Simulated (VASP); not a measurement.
# InHg (space group R-3m): computed properties

Method: PBEsol GGA, VASP's PBE PAW potentials (set 64) (plane waves; VASP 6.6.1).

- space group = R-3m (166)
- cell = a = b = 3.6081 Å, c = 13.1331 Å, α = β = 90.00°, γ = 120.00°
- volume per atom = 24.68 Å^3/atom
- band gap (over mesh and band path) = none (metal, semimetal or under 0.01 eV)
- band gap with spin-orbit coupling = none (metallic)
- density = 10.61 g/cm³

```xyz
2
Lattice="1.8040 1.0416 4.3777 -1.8040 1.0416 4.3777 0.0000 -2.0831 4.3777" Properties=species:S:1:pos:R:3 pbc="T T T"
In     0.0000     0.0000     6.5665
Hg     0.0000     0.0000     0.0000
```

Unless said otherwise, spin-orbit coupling is left out, though it shifts the bands of the heavy elements here.

The structure comes from a computed database's InHg entry (R-3m); how it stands against other phases isn't given here. It was relaxed first. Symmetry was kept, so distortions that lower it aren't found. The electron count is odd and the run is not spin-polarised, which forces a metal.
